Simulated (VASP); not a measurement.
Data:

```
ZnSe
1.0
    0.00000     2.87063     2.87063
    2.87063     0.00000     2.87063
    2.87063     2.87063     0.00000
Zn Se
1 1
Direct
  0.00000   0.00000   0.00000
  0.25000   0.25000   0.25000
```

Method: PBE GGA, VASP's PBE PAW potentials (set 64) (plane waves; VASP). Settings: PREC = Normal, EDIFF = 1E-5, 400 eV cut-off, 8×8×8 Γ-centred mesh, Gaussian smearing of 0.050 eV, potentials Zn Se.

Predict the energy per atom (σ→0), band gap (on the k-mesh) with the smallest direct gap where there is one.

```
Property                                     Result
-----------------------------------  --------------
band gap (on the k-mesh)                    1.14 eV
smallest direct gap (on the k-mesh)         1.14 eV
energy per atom (σ→0)                -3.016 eV/atom
```

The compound is ZnSe in the zinc blende structure. It was relaxed first.
